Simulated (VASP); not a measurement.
Output of a VASP run:

**OUTCAR**
```
 ion  position               nearest neighbor table
   1  0.667  0.333  0.500-   4 1.97   4 1.97   4 1.97   3 1.99
   2  0.333  0.667  0.000-   3 1.97   3 1.97   3 1.97   4 1.99
   3  0.667  0.333  0.882-   2 1.97   2 1.97   2 1.97   1 1.99
   4  0.333  0.667  0.382-   1 1.97   1 1.97   1 1.97   2 1.99
  LATTYP: Found a hexagonal cell.
 ALAT       =     3.2500003791
 C/A-ratio  =     1.6030767361
 Subroutine PRICEL returns:
 Original cell was already a primitive cell.
 Subroutine GETGRP returns: Found 12 space group operations
The static configuration has the point symmetry C_3v.
 The point group associated with its full space group is C_6v.
The dynamic configuration has the point symmetry C_3v.
 Subroutine INISYM returns: Found 12 space group operations
 Subroutine IBZKPT returns following result:
 Found     95 irreducible k-points:

 Following reciprocal coordinates:
            Coordinates               Weight
  0.000000  0.000000  0.000000      1.000000
  0.083333  0.000000  0.000000      6.000000
  0.166667  0.000000  0.000000      6.000000
  0.250000  0.000000  0.000000      6.000000
  0.333333  0.000000  0.000000      6.000000
  0.416667 -0.000000  0.000000      6.000000
  0.500000  0.000000  0.000000      3.000000
  0.083333  0.083333  0.000000      6.000000
  0.166667  0.083333  0.000000     12.000000
  0.250000  0.083333  0.000000     12.000000
  0.333333  0.083333  0.000000     12.000000
  0.416667  0.083333  0.000000     12.000000
  0.166667  0.166667  0.000000      6.000000
  0.250000  0.166667  0.000000     12.000000
  0.333333  0.166667  0.000000     12.000000
  0.416667  0.166667  0.000000      6.000000
  0.250000  0.250000  0.000000      6.000000
  0.333333  0.250000  0.000000     12.000000
  0.333333  0.333333  0.000000      2.000000
  0.000000  0.000000  0.125000      2.000000
  0.083333  0.000000  0.125000     12.000000
  0.166667  0.000000  0.125000     12.000000
  0.250000  0.000000  0.125000     12.000000
  0.333333  0.000000  0.125000     12.000000
  0.416667 -0.000000  0.125000     12.000000
  0.500000  0.000000  0.125000      6.000000
  0.083333  0.083333  0.125000     12.000000
  0.166667  0.083333  0.125000     24.000000
  0.250000  0.083333  0.125000     24.000000
  0.333333  0.083333  0.125000     24.000000
  0.416667  0.083333  0.125000     24.000000
  0.166667  0.166667  0.125000     12.000000
  0.250000  0.166667  0.125000     24.000000
  0.333333  0.166667  0.125000     24.000000
  0.416667  0.166667  0.125000     12.000000
  0.250000  0.250000  0.125000     12.000000
  0.333333  0.250000  0.125000     24.000000
  0.333333  0.333333  0.125000      4.000000
  0.000000  0.000000  0.250000      2.000000
  0.083333  0.000000  0.250000     12.000000
   k-points           NKPTS =     95   k-points in BZ     NKDIM =     95   number of bands    NBANDS=     22
   number of dos      NEDOS =    301   number of ions     NIONS =      4
   total plane-waves  NPLWV =  23040
   dimension x,y,z NGX =    24 NGY =   24 NGZ =   40
   dimension x,y,z NGXF=    48 NGYF=   48 NGZF=   80
   ions per type =               2   2
   PREC   = accura    normal or accurate (medium, high low for compatibility)
   ISTART =      0    job   : 0-new  1-cont  2-samecut
   ICHARG =      2    charge: 1-file 2-atom 10-const
   ISPIN  =      1    spin polarized calculation?
   LNONCOLLINEAR =      F non collinear calculations
   LSORBIT =      F    spin-orbit coupling
   INIWAV =      1    electr: 0-lowe 1-rand  2-diag
   ENCUT  =  520.0 eV  38.22 Ry    6.18 a.u.   6.04  6.04  9.69*2*pi/ulx,y,z
   NELM   =    100;   NELMIN=  2; NELMDL= -5     # of ELM steps
   EDIFF  = 0.1E-05   stopping-criterion for ELM
   LREAL  =      F    real-space projection
   NLSPLINE    = F    spline interpolate recip. space projectors
   LMAXMIX     =    4 max onsite mixed and CHGCAR
   VOSKOWN=      0    Vosko Wilk Nusair interpolation
...
```

**OSZICAR**
```
       N       E                     dE             d eps       ncg     rms          rms(c)
DAV:   1     0.289574332072E+03    0.28957E+03   -0.18943E+04  4196   0.239E+03
DAV:   2     0.920284185616E+01   -0.28037E+03   -0.27020E+03  4498   0.444E+02
DAV:   3    -0.205028086603E+02   -0.29706E+02   -0.29509E+02  4894   0.154E+02
DAV:   4    -0.210623069632E+02   -0.55950E+00   -0.55885E+00  4624   0.225E+01
DAV:   5    -0.210666552118E+02   -0.43482E-02   -0.43479E-02  4816   0.190E+00    0.151E+01
DAV:   6    -0.176847515539E+02    0.33819E+01   -0.11814E+01  7152   0.727E+01    0.928E+00
DAV:   7    -0.178594717066E+02   -0.17472E+00   -0.26673E+00  4372   0.196E+01    0.552E+00
DAV:   8    -0.178848599184E+02   -0.25388E-01   -0.80348E-01  6306   0.920E+00    0.181E+00
DAV:   9    -0.178216194493E+02    0.63240E-01   -0.18737E-01  6644   0.797E+00    0.334E-01
DAV:  10    -0.178253155371E+02   -0.36961E-02   -0.56113E-02  4228   0.175E+00    0.156E-01
DAV:  11    -0.178252476618E+02    0.67875E-04   -0.17090E-03  6024   0.657E-01    0.405E-02
DAV:  12    -0.178253079096E+02   -0.60248E-04   -0.21486E-04  5950   0.338E-01    0.340E-02
DAV:  13    -0.178253030310E+02    0.48786E-05   -0.41251E-05  5296   0.148E-01    0.126E-02
DAV:  14    -0.178253040746E+02   -0.10436E-05   -0.17291E-05  4618   0.381E-02    0.533E-03
DAV:  15    -0.178253034633E+02    0.61126E-06   -0.17974E-06  3260   0.121E-02
   1 F= -.17825303E+02 E0= -.17825303E+02  d E =-.182944E-12
```

File OUTCAR:
```
------------------------ aborting loop because EDIFF is reached ----------------------------------------
  FORCE on cell =-STRESS in cart. coord.  units (eV):
  Direction    XX          YY          ZZ          XY          YZ          ZX
  --------------------------------------------------------------------------------------
  Total        1.7222960      1.7222965      1.7476328      0.0000000     -0.0000000     -0.0000000
  in kB       57.9006214     57.9006394     58.7524030      0.0000000     -0.0000000     -0.0000000
  external PRESSURE =      58.1845546 kB  Pullay stress =       0.0000000 kB
  volume of cell :       47.66
      direct lattice vectors                 reciprocal lattice vectors
     1.625000000 -2.814583000  0.000000000     0.307692308 -0.177646209  0.000000000
     1.625000000  2.814583000  0.000000000     0.307692308  0.177646209  0.000000000
     0.000000000  0.000000000  5.210000000     0.000000000  0.000000000  0.191938580
  FREE ENERGIE OF THE ION-ELECTRON SYSTEM (eV)
  ---------------------------------------------------
  free  energy   TOTEN  =       -17.8253034633 eV

  energy  without entropy=      -17.8253034633  energy(sigma->0) =      -17.82530346
```
(Selected blocks of OUTCAR.)

**POSCAR**
```
ZnO
1
    1.6250000000    -2.8145830000     0.0000000000
    1.6250000000     2.8145830000     0.0000000000
    0.0000000000     0.0000000000     5.2100000000
Zn O
2 2
Direct
  0.6666670000   0.3333330000   0.5000000000
  0.3333330000   0.6666670000   0.0000000000
  0.6666670000   0.3333330000   0.8820000000
  0.3333330000   0.6666670000   0.3820000000
```

**Question.** Reconstruct the remaining input files.

**Answer.** Several could match; the one computed here: the input of the run itself, PBE GGA, plane waves, VASP's PBE PAW potentials (set 64).

### INCAR
```
# general
SYSTEM  = ZnO
PREC    = Accurate
ENCUT   = 520   # plane-wave cut-off (eV)
LREAL   = .FALSE.
LASPH   = .TRUE.   # aspherical one-centre terms

# electronic loop
EDIFF   = 1E-6   # SCF stop (eV)
NELM    = 100   # most electronic steps
ALGO    = Normal
LMAXMIX = 4   # l cut-off of mixed one-centre charges

# smearing
ISMEAR  = 0   # Gaussian
SIGMA   = 0.05   # width (eV)

# functional
GGA     = PE   # PBE

# ions
ISIF    = 2   # forces and stress, cell fixed

# output
LWAVE   = .FALSE.
LCHARG  = .FALSE.
```

**KPOINTS**
```
Regular mesh
0
gamma
 12 12 8
0 0 0
```

POTCAR, in this order: Zn O (PBE.64 set). Program: vasp_std.

The compound is ZnO in the wurtzite structure. The cell was not relaxed at this level. The run is one of a series of settings (KPOINTS 12×12×8 Γ-centred mesh against the base run), some of them coarse on purpose.
